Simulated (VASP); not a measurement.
Computed with LDA (Ceperley-Alder, Perdew-Zunger), VASP's LDA PAW potentials (set 64) (plane waves; VASP 6.6.1).

VASP ran on this input.

File KPOINTS:
```
K-points
0
gamma
 15 15 9
```

File POSCAR:
```
Tc
1
    1.3811526384    -2.3922269304     0.0000000000
    1.3811526384     2.3922269304     0.0000000000
    0.0000000000     0.0000000000     4.4171417328
Tc
2
Direct
  0.3333330000   0.6666670000   0.2500000000
  0.6666670000   0.3333330000   0.7500000000
```

INCAR:
```
SYSTEM  =  Tc
PREC  =  Accurate; ENCUT  =  520; LREAL  =  .False.
LASPH  =  .True.
EDIFF  =  1E-7; NELM  =  100; ALGO  =  Normal
LMAXMIX  =  4
ISMEAR  =  1; SIGMA  =  0.1
IBRION  =  2; NSW  =  30; ISIF  =  4
EDIFFG  =  -0.01
LWAVE  =  .False.; LCHARG  =  .False.
```

POTCAR, in this order: Tc_pv (LDA.64 set). Program: vasp_std.

The run wrote:

**OUTCAR**
```
 ion  position               nearest neighbor table
   1  0.333  0.667  0.250-   2 2.72   2 2.72   2 2.72   2 2.72   2 2.72   2 2.72
   2  0.667  0.333  0.750-   1 2.72   1 2.72   1 2.72   1 2.72   1 2.72   1 2.72
  LATTYP: Found a hexagonal cell.
 ALAT       =     2.7623056125
 C/A-ratio  =     1.5990778547
 Subroutine PRICEL returns:
 Original cell was already a primitive cell.
 Subroutine GETGRP returns: Found 24 space group operations
The static configuration has the point symmetry D_3d.
 The point group associated with its full space group is D_6h.
The dynamic configuration has the point symmetry D_3d.
 Subroutine INISYM returns: Found 24 space group operations
 Subroutine IBZKPT returns following result:
 Found    135 irreducible k-points:

 Following reciprocal coordinates:
            Coordinates               Weight
  0.000000  0.000000  0.000000      1.000000
  0.066667  0.000000  0.000000      6.000000
  0.133333  0.000000  0.000000      6.000000
  0.200000  0.000000  0.000000      6.000000
  0.266667  0.000000  0.000000      6.000000
  0.333333  0.000000  0.000000      6.000000
  0.400000  0.000000  0.000000      6.000000
  0.466667  0.000000  0.000000      6.000000
  0.066667  0.066667  0.000000      6.000000
  0.133333  0.066667  0.000000     12.000000
  0.200000  0.066667  0.000000     12.000000
  0.266667  0.066667  0.000000     12.000000
  0.333333  0.066667  0.000000     12.000000
  0.400000  0.066667  0.000000     12.000000
  0.466667  0.066667  0.000000      6.000000
  0.133333  0.133333  0.000000      6.000000
  0.200000  0.133333  0.000000     12.000000
  0.266667  0.133333  0.000000     12.000000
  0.333333  0.133333  0.000000     12.000000
  0.400000  0.133333  0.000000     12.000000
  0.200000  0.200000  0.000000      6.000000
  0.266667  0.200000  0.000000     12.000000
...
```

OSZICAR:
```
       N       E                     dE             d eps       ncg     rms          rms(c)
DAV:   1     0.307354506406E+03    0.30735E+03   -0.16797E+04  4606   0.161E+03
DAV:   2    -0.169324425297E+02   -0.32429E+03   -0.32102E+03  5109   0.454E+02
DAV:   3    -0.249232461695E+02   -0.79908E+01   -0.77977E+01  5471   0.820E+01
DAV:   4    -0.250036725484E+02   -0.80426E-01   -0.79848E-01  5182   0.801E+00
DAV:   5    -0.250045274933E+02   -0.85494E-03   -0.85100E-03  5102   0.723E-01    0.199E+01
DAV:   6    -0.235386505988E+02    0.14659E+01   -0.37802E+00  4871   0.186E+01    0.569E+00
DAV:   7    -0.233877658363E+02    0.15088E+00   -0.55313E-01  5214   0.625E+00    0.822E-01
DAV:   8    -0.233754889814E+02    0.12277E-01   -0.12396E-02  4771   0.126E+00    0.260E-01
DAV:   9    -0.233753385277E+02    0.15045E-03   -0.55963E-04  5335   0.175E-01    0.318E-02
DAV:  10    -0.233753488484E+02   -0.10321E-04   -0.38227E-05  4807   0.517E-02    0.125E-02
DAV:  11    -0.233753491326E+02   -0.28425E-06   -0.10074E-06  4891   0.101E-02    0.198E-03
DAV:  12    -0.233753490056E+02    0.12696E-06   -0.26441E-07  4400   0.417E-03    0.252E-04
DAV:  13    -0.233753490003E+02    0.53265E-08   -0.10983E-08  2324   0.789E-04
   1 F= -.23375349E+02 E0= -.23375195E+02  d E =-.233753E+02
       N       E                     dE             d eps       ncg     rms          rms(c)
DAV:   1    -0.233790206002E+02   -0.36716E-02   -0.16465E-01  4598   0.350E+00    0.335E-01
DAV:   2    -0.233761417588E+02    0.28788E-02   -0.49788E-03  4966   0.607E-01    0.145E-01
DAV:   3    -0.233755030456E+02    0.63871E-03   -0.23231E-03  5411   0.333E-01    0.181E-02
DAV:   4    -0.233755053305E+02   -0.22849E-05   -0.47814E-05  4672   0.721E-02    0.580E-03
DAV:   5    -0.233755047378E+02    0.59269E-06   -0.24294E-06  4997   0.103E-02    0.180E-03
DAV:   6    -0.233755047752E+02   -0.37444E-07   -0.15751E-07  3267   0.335E-03
   2 F= -.23375505E+02 E0= -.23375455E+02  d E =-.155775E-03
       N       E                     dE             d eps       ncg     rms          rms(c)
DAV:   1    -0.233758004990E+02   -0.29576E-03   -0.12572E-02  4590   0.966E-01    0.926E-02
DAV:   2    -0.233755802975E+02    0.22020E-03   -0.38216E-04  4934   0.167E-01    0.401E-02
DAV:   3    -0.233755315507E+02    0.48747E-04   -0.17717E-04  5322   0.914E-02    0.495E-03
DAV:   4    -0.233755317300E+02   -0.17927E-06   -0.36590E-06  4667   0.200E-02    0.156E-03
DAV:   5    -0.233755316888E+02    0.41232E-07   -0.16398E-07  3227   0.269E-03
   3 F= -.23375532E+02 E0= -.23375451E+02  d E =-.182688E-03
```

File OUTCAR:
```
------------------------ aborting loop because EDIFF is reached ----------------------------------------
  FORCE on cell =-STRESS in cart. coord.  units (eV):
  Direction    XX          YY          ZZ          XY          YZ          ZX
  --------------------------------------------------------------------------------------
  Total       -3.1889306     -3.1889315     -3.1870996     -0.0000000     -0.0000000      0.0000000
  in kB     -175.0411929   -175.0412434   -174.9406893     -0.0000000     -0.0000000      0.0000000
  external PRESSURE =    -175.0077086 kB  Pullay stress =       0.0000000 kB
  volume of cell :       29.19
      direct lattice vectors                 reciprocal lattice vectors
     1.382574276 -2.394689238  0.000000000     0.361644223 -0.208795359  0.000000000
     1.382574276  2.394689238 -0.000000000     0.361644223  0.208795359  0.000000000
     0.000000000  0.000000000  4.408062591     0.000000000  0.000000000  0.226857033
 POSITION                                       TOTAL-FORCE (eV/Angst)
 -----------------------------------------------------------------------------------
      1.38257      0.79823      1.10202        -0.000000     -0.000000      0.000000
      1.38257     -0.79823      3.30605         0.000000      0.000000      0.000000
 -----------------------------------------------------------------------------------
    total drift:                               -0.000029      0.000628     -0.000044
  FREE ENERGIE OF THE ION-ELECTRON SYSTEM (eV)
  ---------------------------------------------------
  free  energy   TOTEN  =       -23.3755316888 eV

  energy  without entropy=      -23.3752898599  energy(sigma->0) =      -23.37545108

 reached required accuracy - stopping structural energy minimisation
```
(Selected blocks of OUTCAR.)

CONTCAR:
```
Tc
   1.00000000000000
     1.3825742763130522   -2.3946892375500619    0.0000000000000000
     1.3825742763130522    2.3946892375500619   -0.0000000000000000
     0.0000000000000000    0.0000000000000000    4.4080625912615261
  Tc
     2
Direct
     0.3333330000000032    0.6666669999999968    0.2500000000000000
     0.6666669999999968    0.3333330000000032    0.7500000000000000
```

**OUTCAR**
```
 val. band max:       12.1788084114   @ k =   0.2000   0.2000   0.4444

 cond. band min:      12.1813472779   @ k =   0.2667   0.2000   0.4444


 Fermi energy:        12.1800405918

 k-point     1 :       0.0000    0.0000    0.0000
  band No.  band energies     occupation
      1     -27.0575      2.00000
      2     -26.0093      2.00000
      3     -26.0093      2.00000
      4     -25.8254      2.00000
      5     -25.8254      2.00000
      6     -25.7716      2.00000
      7       4.9241      2.00000
      8       6.8502      2.00000
      9      10.6469      2.00000
     10      10.6469      2.00000
     11      10.7830      2.00000
     12      11.3595      2.00000
     13      11.3595      2.00000
     14      11.9973      2.02677
     15      11.9973      2.02679
     16      13.8869     -0.00000
     17      14.6432      0.00000

 k-point     2 :       0.0667    0.0000    0.0000
  band No.  band energies     occupation
      1     -27.0402      2.00000
      2     -26.0476      2.00000
      3     -26.0220      2.00000
      4     -25.8653      2.00000
      5     -25.8306      2.00000
      6     -25.7792      2.00000
      7       5.0880      2.00000
      8       6.9832      2.00000
      9      10.3084      2.00000
     10      10.7860      2.00000
     11      11.0734      2.00000
     12      11.2764      2.00000
     13      11.4888      2.00000
     14      11.8020      2.00000
     15      11.8866      2.00027
     16      12.9422     -0.00000
     17      14.7144      0.00000

 k-point     3 :       0.1333    0.0000    0.0000
  band No.  band energies     occupation
      1     -26.9898      2.00000
      2     -26.1559      2.00000
      3     -26.0570      2.00000
      4     -25.9764      2.00000
      5     -25.8460      2.00000
      6     -25.8020      2.00000
      7       5.5532      2.00000
      8       7.3313      2.00000
      9       9.8666      2.00000
     10      11.0244      2.00000
     11      11.0436      2.00000
...
```

The compound is Tc in the hcp structure. This cell is one point of a volume scan, at 1.06 of the reference volume. Symmetry was kept, so distortions that lower it aren't found.
